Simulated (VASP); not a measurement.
Output of a VASP run:

**OSZICAR**
```
       N       E                     dE             d eps       ncg     rms          rms(c)
DAV:   1    -0.392910381147E+03   -0.39291E+03   -0.13160E+01   493   0.201E+01    0.197E+01
DAV:   2    -0.392920140587E+03   -0.97594E-02   -0.16855E+00   469   0.138E+01    0.126E+01
DAV:   3    -0.392931478181E+03   -0.11338E-01   -0.19224E-01   508   0.185E+00    0.753E+00
DAV:   4    -0.392922591198E+03    0.88870E-02   -0.33966E-02   461   0.236E+00    0.440E+00
DAV:   5    -0.392921170141E+03    0.14211E-02   -0.14285E-02   501   0.906E-01    0.253E+00
DAV:   6    -0.392920386424E+03    0.78372E-03   -0.12647E-03   509   0.315E-01    0.144E+00
DAV:   7    -0.392920093667E+03    0.29276E-03   -0.43224E-04   516   0.181E-01    0.814E-01
DAV:   8    -0.392920009537E+03    0.84130E-04   -0.63713E-05   365   0.169E-02    0.459E-01
DAV:   9    -0.392919985029E+03    0.24508E-04   -0.93835E-06   221   0.303E-02    0.268E-01
DAV:  10    -0.392919979103E+03    0.59256E-05   -0.10619E-05   196   0.129E-02
   1 F= -.39291998E+03 E0= -.39291998E+03  d E =-.264286E-11
```

**OUTCAR**
```
------------------------ aborting loop because EDIFF is reached ----------------------------------------
  volume of cell :     1308.29
      direct lattice vectors                 reciprocal lattice vectors
    10.937074700  0.000000000  0.000000000     0.091432127  0.000000000  0.000000000
     0.000000000 10.937074700  0.000000000     0.000000000  0.091432127  0.000000000
     0.000000000  0.000000000 10.937074700     0.000000000  0.000000000  0.091432127
 POSITION                                       TOTAL-FORCE (eV/Angst)
 -----------------------------------------------------------------------------------
      5.46541     10.92417     10.92546        -0.006793     -0.002205      0.001219
      6.86299      1.34155      1.34249         0.000817     -0.003279      0.002472
      8.21966      2.73682     10.92606        -0.006767      0.002853     -0.000483
      9.56963      4.10105      1.36885         0.002078      0.000546     -0.001167
      8.21681     10.92260      2.73803         0.000001     -0.002210      0.005531
      9.56947      1.36530      4.10152         0.003877      0.000788      0.002771
     10.93306     10.93530     10.93419        -0.000380     -0.008896      0.005950
      1.36691      1.36850      1.36859         0.002290     -0.000047      0.005578
      2.73698      2.73683     10.92590        -0.000274      0.002206     -0.009029
      4.09791      4.09920      1.36058         0.007244      0.001321     -0.026930
      5.46305      5.46198     10.92851        -0.005917     -0.004039     -0.015276
      6.83164      6.83099      1.37127        -0.005935     -0.000509      0.005976
      8.20155      8.20218      0.00037         0.007581      0.001881     -0.001658
      9.56738      9.56901      1.36781         0.005657      0.007346      0.002313
      2.73246     10.91882      2.73522         0.012188     -0.002432      0.014788
      4.09854      1.34511      4.10204         0.008990      0.002362      0.001361
      5.49020      2.70625      2.71747        -0.018692      0.020232      0.004091
      6.84617      4.10133      4.10909         0.019963      0.003021     -0.001732
      8.21314      5.46260      2.74008         0.009911     -0.003772      0.009068
      9.56926      6.83420      4.10164        -0.000429      0.006027      0.003700
      5.46495     10.91719      5.46622        -0.007514     -0.002989      0.001067
      6.83050      1.37016      6.83180        -0.001327     -0.000464      0.005463
      8.21893      2.73734      5.46773        -0.004100      0.004569     -0.004661
      9.57034      4.10049      6.84106        -0.000753      0.009528     -0.001912
      8.20116     10.93701      8.20209        -0.000020     -0.005683      0.006790
      9.56692      1.36746      9.56889         0.015615      0.000515      0.003294
     10.92035      5.46544     10.92529         0.002417     -0.003141     -0.000640
      1.33643      6.86587      1.33895         0.004340      0.002486      0.000357
      2.73732      8.21691     10.92212         0.003252     -0.002209      0.005525
      4.10059      9.56875      1.36504         0.003900      0.002865      0.005171
     10.92417      2.73748      2.73963        -0.012618      0.000118      0.002447
      1.35544      4.09925      4.10467        -0.015155     -0.000235     -0.001640
      2.70321      5.49592      2.71023         0.028941     -0.020387      0.020271
      4.10152      6.84962      4.10482        -0.008103      0.028265     -0.007220
      5.46551      8.21678      2.73799        -0.010962     -0.002311      0.014224
      6.84017      9.56715      4.10183        -0.007141      0.004712      0.005853
     10.92328     10.92527      5.46633         0.002213     -0.003356     -0.005013
      1.34250      1.34191      6.86363        -0.003681     -0.001992      0.004742
      2.71819      2.70927      5.49374        -0.004810      0.024763     -0.014519
      4.10452      4.10391      6.85675        -0.007451     -0.008006      0.004066
      5.49778      5.50143      5.50498        -0.015655     -0.033550     -0.024365
      6.86891      6.86995      6.87018         0.002088     -0.005914      0.002441
      8.22194      8.21784      5.46621        -0.008668     -0.002976     -0.006108
      9.57100      9.57191      6.83574         0.001052      0.001728     -0.004298
      2.73694     10.92252      8.21933         0.005441      0.002100     -0.004078
      4.10054      1.36481      9.57210         0.003250      0.002970      0.001653
      5.46726      2.73737      8.22256        -0.007114      0.001645     -0.002510
      6.83886      4.10015      9.57655         0.001275      0.007451     -0.009303
      8.21777      5.46508      8.22158        -0.000099     -0.010617      0.001831
      9.57056      6.83592      9.57121        -0.006142     -0.004237     -0.001453
     10.91863      8.21623      2.73748         0.002535      0.001121      0.005545
      1.36039      9.56801      4.10118         0.008199      0.003162      0.007156
     10.92333      5.46408      5.46720        -0.007916     -0.010277     -0.004709
      1.36913      6.83326      6.83407         0.006137     -0.006052     -0.003699
      2.73604      8.21843      5.46698         0.006029      0.003297     -0.006147
      4.10068      9.56734      6.84258         0.003217      0.001718     -0.009108
     10.92290      2.73661      8.21944         0.001806      0.003827     -0.002379
      1.36292      4.10035      9.57433         0.003183     -0.000959     -0.003512
      2.73431      5.46543      8.22141         0.010494     -0.008085      0.002391
      4.10121      6.83485      9.57312         0.001244      0.006277     -0.001847
      5.46581      8.21739      8.22368        -0.011022     -0.001607     -0.007541
      6.83516      9.57168      9.57263        -0.007036     -0.002688     -0.001103
...
```
(Selected blocks of OUTCAR.)

### POSCAR
```
CuSi64
1
   10.9370747000     0.0000000000     0.0000000000
    0.0000000000    10.9370747000     0.0000000000
    0.0000000000     0.0000000000    10.9370747000
Si Cu
64 1
Direct
  0.4997142284   0.9988204441   0.9989381874
  0.6274981991   0.1226604441   0.1227467019
  0.7515406549   0.2502330126   0.9989927538
  0.8749720519   0.3749672800   0.1251569151
  0.7512800465   0.9986768348   0.2503436922
  0.8749566380   0.1248321814   0.3750106096
  0.9996326674   0.9998373585   0.9997359355
  0.1249790942   0.1251245248   0.1251329153
  0.2502476873   0.2502341636   0.9989779418
  0.3746804210   0.3747981288   0.1244008868
  0.4994986353   0.4994008025   0.9992168773
  0.6246313173   0.6245722670   0.1253779406
  0.7498850353   0.7499430765   0.0000335817
  0.8747656696   0.8749150169   0.1250620514
  0.2498346965   0.9983308656   0.2500866954
  0.3747385395   0.1229865330   0.3750586178
  0.5019802899   0.2474385375   0.2484640261
  0.6259600346   0.3749928971   0.3757028738
  0.7509452152   0.4994567419   0.2505313447
  0.8749381116   0.6248652970   0.3750213147
  0.4996717369   0.9981815646   0.4997880677
  0.6245275837   0.1252766791   0.6246459124
  0.7514746715   0.2502809360   0.4999263654
  0.8750361201   0.3749161266   0.6254927203
  0.7498496443   0.9999939262   0.7499348143
  0.8747237280   0.1250294980   0.8749039164
  0.9984706585   0.4997164922   0.9989221811
  0.1221924177   0.6277611163   0.1224229865
  0.2502793028   0.7512892589   0.9986328351
  0.3749260779   0.8748914952   0.1248083182
  0.9988199273   0.2502938925   0.2504897957
  0.1239309611   0.3748028202   0.3752984486
  0.2471602175   0.5025032325   0.2478018986
  0.3750110241   0.6262756766   0.3753126104
  0.4997234525   0.7512775142   0.2503398562
  0.6254110246   0.8747445446   0.3750388831
  0.9987383550   0.9989207364   0.4997983714
  0.1227475711   0.1226940015   0.6275566015
  0.2485301569   0.2477144788   0.5023043009
  0.3752851458   0.3752295917   0.6269268906
  0.5026741598   0.5030075589   0.5033322242
  0.6280394766   0.6281340944   0.6281547343
  0.7517493527   0.7513746318   0.4997873801
  0.8750969742   0.8751800700   0.6250060744
  0.2502443603   0.9986694389   0.7515109722
  0.3749213855   0.1247876127   0.8751975188
  0.4998833543   0.2502837244   0.7518065049
  0.6252919635   0.3748850202   0.8756042649
  0.7513678371   0.4996839147   0.7517165853
  0.8750570198   0.6250227047   0.8751156794
  0.9983133777   0.7512277417   0.2502939868
  0.1243830363   0.8748233830   0.3749797330
  0.9987431270   0.4995923675   0.4998778905
  0.1251826338   0.6247794978   0.6248537560
  0.2501619013   0.7514285724   0.4998572675
  0.3749334956   0.8747621760   0.6256314134
  0.9987036210   0.2502139567   0.7515207955
  0.1246143242   0.3749035709   0.8754010949
  0.2500041129   0.4997156052   0.7517013002
  0.3749823744   0.6249252876   0.8752908851
  0.4997507374   0.7513333106   0.7519087582
  0.6249533531   0.8751587464   0.8752459789
  0.9999286887   0.7501055982   0.7500027974
  0.1250130597   0.8748758427   0.8749930034
  0.3756782625   0.3770125830   0.3754057637
```

**Question.** Write an INCAR and KPOINTS that could have produced this output.

**Answer.** One answer among several that fit: the input of the run itself, HSE06 screened hybrid, plane waves, VASP's PBE PAW potentials (set 64).

**INCAR**
```
SYSTEM = CuSi64
PREC = Normal
ENCUT = 400
EDIFF = 1E-5
NELM = 50
ALGO = Normal
LREAL = Auto
LASPH = .TRUE.
ISMEAR = 0
SIGMA = 0.05
GGA = PE
LMAXMIX = 4
LWAVE = .FALSE.
LCHARG = .FALSE.
NELMIN = 4
ISYM = 0
NELECT = 268.0
HFSCREEN = 0.2
AEXX = 0.25
LHFCALC = .TRUE.
PRECFOCK = Fast
ISIF = 0
```

File KPOINTS:
```
Automatic mesh
0
gamma
1 1 1
```

POTCAR, in this order: Si Cu (PBE.64 set). Program: vasp_gam. Read from the step before: WAVECAR.

The cell is charged, with a uniform compensating background. The supercell is sampled at Γ alone, which is coarse: total energies, pressure and levels can be off, energies of defects by several tenths of an eV.

The cell is a supercell with a defect, built from Si (diamond): Cu_i, charge -1. The cell's shape comes from a PBE relaxation. The run is not spin-polarised, so no state with unpaired spins was tried.
